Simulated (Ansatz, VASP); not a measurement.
# KAg in two plane-wave programs, part 2 of 2

One calculation is typed for both programs; each brings its own data sets. How far apart do they land? The cell is generated by rule, not measured, and may not be a known phase. The cell is taken from a series of runs on this material, whose earlier steps may have relaxed, scaled, displaced or heated it; both programs get it as it stands.

VASP 6.6.1 and Ansatz 0.2.0.

So far: The starting structure; VASP: zone-centre phonons, PBEsol.

The structure was built from a prototype and need not be the compound's stable phase.

## 3. Ansatz: zone-centre phonons, PBEsol

Level of this step: Ansatz beside VASP: Kohn-Sham DFT, plane waves, PBEsol (Ansatz).

Ansatz runs on its default PAW (the set named soft_2) files.

The same cell, functional, mesh and smearing now go to Ansatz, which takes its cutoff from its data sets.

The input, input.yaml:

```yaml
crystal:
  lattice:
    - [3.9831655217, 0.0, 0.0]
    - [0.0, 3.9831655217, 0.0]
    - [0.0, 0.0, 3.9831655217]
  atoms:
    - { symbol: K, position: [0.5, 0.5, 0.5] }
    - { symbol: Ag, position: [0.0, 0.0, 0.0] }
kpoints:
  mp_grid: { grid: [10, 10, 10] }
hamiltonian:
  xc: pbesol
scf:
  occupations: { method: methfessel_paxton, width: 0.15 }
output:
  eigenvalues: true
phonons:
  method: dfpt
```

Started as:

```bash
$ ansatz run input.yaml --threads 4 --pin off --max-ram 7168MiB --backend cpu --events-out ev --progress --plain --runs-dir out
```

Numbers of over 12 decimals in the logs are rounded to 6 here.

The log of the run:

```text
Engine: ansatz 0.2.0, aarch64-unknown-linux-gnu
Pseudopotentials: kind: paw
Pseudopotential: K, paw, valence charge 9, recommended cutoff 420 eV (normal), K.paw.azcp
Pseudopotential: Ag, paw, valence charge 19, recommended cutoff 420 eV (normal), Ag.paw.azcp
Functional definition: PBEsol
  exchange = pbesol_x
  correlation = pbesol_c
Crystal: 2 atoms, lattice volume = 63.195 Å³
Basis set: ecut = 420 eV, 1237 PW (Γ), exchange–correlation on 54×54×54 points (8 copies of the dense FFT grid, shifted against one another)
Bands: 18, of which v1, the nominal top of the filled ones, is band 14 counted from 1 (13 counted from 0)
Symmetry: 48 space group operations
k-points: 126 of 1000 (irreducible under 8 space group operations, time reversal used)
Non-local potential: K, projectors of the file, l = 0: 3, l = 1: 2, l = 2: 2
Non-local potential: Ag, projectors of the file, l = 0: 3, l = 1: 2, l = 2: 2, l = 3: 1
PAW form: soft (Blöchl's): semilocal exchange-correlation on the pseudo side does not see the compensation charge
PAW frozen core: K, regenerated for the run's functional, and the local potential with it (the file was generated under x = pbe(κ = 0.804, μ = 0.219515), c = pbe(β = 0.066725))
PAW frozen core: Ag, regenerated for the run's functional, and the local potential with it (the file was generated under x = pbe(κ = 0.804, μ = 0.219515), c = pbe(β = 0.066725))
PAW one-centre angular grid: K, 110 points (default); XC on 64 Gauss nodes
PAW one-centre angular grid: Ag, 590 points (default); XC on 64 Gauss nodes
Initial density: superposition of atomic densities (neutral atoms: chi_scale 0, normalization atom), corrected by the library's trained network
Initial wavefunctions: pseudopotential atomic-orbital guess
Functional: x = pbesol(κ = 0.804, μ = 0.123457), c = pbesol(β = 0.046)
SCF iter   1: F=—  HF=-9037.831032 eV  |F-HF|=—  |Δ(HF+E_count)|=         —  Δρ=3.09e-3  dr2=4.86e-3  ethr=1.77e-3  ⟨swp⟩=5.1  Hψ=10594  notcnv=0
preconditioner: auto → Resta (q_TF=auto, 2.382 Å⁻¹)  ε∞=4.5  [insulator: Δε(μ)=0.173 eV  Ē_g=10.629 eV  σ=0.150 eV  W_gap=0.54  n_scr=18 (ndim 8)  ℏωp=19.8 eV  f_vac=0.007  D(μ)=0.18/eV (n_scr^D=0)  ε∞_Penn≈4.5]
SCF iter   2: F=—  HF=-9037.830119 eV  |F-HF|=—  |Δ(HF+E_count)|=   9.13e-4  S|Δr|=    0.00e0  Δρ=1.04e-3  dr2=3.76e-4  ethr=1.73e-5  ⟨swp⟩=2.6  Hψ=4904  notcnv=0
preconditioner: auto → Kerker (q_TF=auto, 2.382 Å⁻¹)  [metal: Δε(μ)=0.072 eV  Ē_g=10.668 eV  σ=0.150 eV  W_gap=0.36  n_scr=18 (ndim 8)  ℏωp=19.8 eV  f_vac=0.009  D(μ)=0.18/eV (n_scr^D=0)]
SCF iter   3: F=—  HF=-9037.830077 eV  |F-HF|=—  |Δ(HF+E_count)|=   4.14e-5  S|Δr|=    0.00e0  Δρ=4.95e-4  dr2=1.11e-4  ethr=1.34e-6  ⟨swp⟩=2.0  Hψ=2709  notcnv=0
SCF iter   4: F=—  HF=-9037.830061 eV  |F-HF|=—  |Δ(HF+E_count)|=   1.62e-5  S|Δr|=    0.00e0  Δρ=9.40e-5  dr2=1.21e-5  ethr=3.96e-7  ⟨swp⟩=2.0  Hψ=3495  notcnv=0
SCF iter   5: F=—  HF=-9037.830054 eV  |F-HF|=—  |Δ(HF+E_count)|=   7.22e-6  S|Δr|=    0.00e0  Δρ=3.23e-5  dr2=8.40e-7  ethr=4.32e-8  ⟨swp⟩=2.3  Hψ=3043  notcnv=0
SCF iter   6: F=—  HF=-9037.830050 eV  |F-HF|=—  |Δ(HF+E_count)|=   4.02e-6  S|Δr|=    0.00e0  Δρ=7.48e-6  dr2=3.44e-8  ethr=3.00e-9  ⟨swp⟩=2.8  Hψ=3783  notcnv=0
SCF iter   7: F=—  HF=-9037.830050 eV  |F-HF|=—  |Δ(HF+E_count)|=   2.42e-8  S|Δr|=    0.00e0  Δρ=1.35e-6  dr2=9.25e-10  ethr=1.23e-10  ⟨swp⟩=2.0  Hψ=3380  notcnv=0
SCF iter   8: F=—  HF=-9037.830050 eV  |F-HF|=—  |Δ(HF+E_count)|=  9.79e-10  S|Δr|=    0.00e0  Δρ=3.50e-7  dr2=7.76e-11  ethr=3.30e-12  ⟨swp⟩=2.3  Hψ=3219  notcnv=0
SCF iter   9: F=-9037.830050 eV  HF=-9037.830050 eV  |F-HF|=3.64e-12  |Δ(HF+E_count)|=  3.27e-11  S|Δr|=    0.00e0  Δρ=6.23e-8  dr2=1.74e-12  ethr=1.00e-12  ⟨swp⟩=5.2  Hψ=9130  notcnv=0
SCF 1 converged in 9 iterations: F = -9037.830050 eV  dr2 = 1.74e-12
  greatest PAW one-centre occupation: 1.001 electrons in one spin orbital (limit 2), on the Ag atom at site 1 (counted from 0), in its partial waves of l = 0
DFPT response loops at Γ: preconditioner auto → Kerker (q_TF=auto, 2.382 Å⁻¹) (partly filled bands, converged f_vac=0.009); β = 1.00, the filter's whole step (`scf.mixing.beta` (0.50) is not read by the response loops under this deck's `scf.mixing.preconditioner`; to damp them name `kerker` or `kerker_dos`, under which they read `scf.mixing.beta`, and type it under 1.00, their step now; both keys bind the ground state too); Broyden in place of MSR1
SCF converged after 9 iterations
Stability not checked: this state was not tested for a lower state beside it, because cold or Methfessel-Paxton smearing, or corrected tetrahedra, fill the levels in a way that the test cannot read (fill_not_monotonic; see scf.lower_state_search)
Free energy (F): -9037.830050 eV
Harris-Foulkes:  -9037.830050 eV  (|F-HF|=3.64e-12)
Internal energy: -9037.830816 eV  (E = F + TS)
E sigma→0 (E₀):  -9037.830241 eV
Entropy (-TS):   0.000766 eV (0.383 meV/atom)
Fermi energy:    6.687550 eV
--- Per-component energies (eV) ---
  E_band       = -512.449668
  E_kinetic    = 782.836888
  E_local      = -3931.043893  (includes V_loc(G=0)·N_el)
  E_nonlocal   = 96.740088
  E_hartree    = 1689.604666
  E_xc         = -315.821922
  E_vxc        = -396.183764  (∫ρ·V_xc dr)
  E_paw        = -4597.992960  (= ΣΔE_a)
  E_vpaw       = -444.008579  (= ΣTr[D̂ρ^β])
  E_aug_tail   = 0.000289  (compensation charges beyond the density's cutoff)
  E_ewald      = -2762.584596
  E_core_change = 0.430624  (= ΣΔE_core)
  E_smearing   = 0.000766  (= −TS)
  E_closure    = -0.000000  (closes the sum)
  Σ components = -9037.830050   (vs F -9037.830050, Δ=0.00e0)
--- Band table (eV; the first three rows and the last of 126) ---
  k-point 0: bands = [... 10 lower, 2.8181, 2.9749, 2.9749, 2.9749, 10.9484, 10.9484, 12.6277, 12.6277]
  k-point 1: bands = [... 10 lower, 2.9349, 2.9669, 2.9669, 2.9772, 10.5185, 10.9689, 12.4723, 12.4723]
  k-point 2: bands = [... 10 lower, 2.9461, 2.9461, 2.9830, 3.2880, 9.4494, 11.0258, 12.1458, 12.1458]
  k-point 125: bands = [... 10 lower, 2.7603, 3.1638, 3.1638, 8.1501, 8.1501, 8.1501, 8.4285, 13.1938]
--- Phonons (Γ-DFPT): 2 representative perturbations + reference, on 126 of 1000 k-points (Σ response iterations 7) ---
  k mesh reduced under 8 symmetry operations, with k and −k counted as one. Each operation leaves every solved perturbation unchanged. A smaller set is not used because it would not reduce the number of displacements times k-points to solve
  ASR residual: 3.348e-5 → 0.000e0 eV/Å²; symmetrization residual: 2.143e-6 eV/Å²
  ASR residual per site (eV/Å²): 7.47e-7 3.35e-5
  Γ frequencies (cm⁻¹): 0.00 0.00 0.00 105.31 105.31 105.31
  non-analytic LO–TO correction: not included (Born effective charges unavailable; polar crystals: no LO–TO splitting at Γ)
```

## 4. Comparison

Known differences besides the potentials themselves: the data sets hold 28 valence electrons in Ansatz (on its default PAW (the set named soft_2) files) and 20 in VASP; the cutoff is 420 eV in Ansatz and 500 eV in VASP; Ansatz makes its cores anew for this functional, VASP keeps those of its PBE data sets. Total energies have different zeros and are not compared.

Compared:

```
                  quantity  Ansatz   VASP  difference
optical mode 1 to 3 (cm⁻¹)   105.3  105.5     -0.18 %
```

Modes are paired by rising frequency, not by their patterns, so a pair may set unlike modes beside each other; they are those without the splitting of longitudinal modes.

## 5. What came out

```json
{"r.m.s. difference of the optical zone-centre modes, each program's sorted by frequency (zone-centre phonons, PBEsol)": "0.19 cm⁻¹"}
```

In words: The r.m.s. difference of the optical zone-centre modes, each program's sorted by frequency is 0.19 cm⁻¹ (zone-centre phonons, PBEsol). The data sets hold unlike numbers of valence electrons (28 in Ansatz and 20 in VASP), so part of the differences comes from the potentials. Such differences can come from data sets, numerical settings and the points named under the comparisons, not from the functional's error against experiment.

[Lines on the potential files, build, host, timing and source positions are cut from VASP's logs without a mark.]

[Logs are printed without paths, hosts, clocks, repeated set-up lines and the standing remarks that a program may print on its own settings, such as how far it seeks lower states.]

[Hosts, paths, dates, database ids (printed as entryN), source tags and the programs' standing remarks are cut or masked in the printed files.]
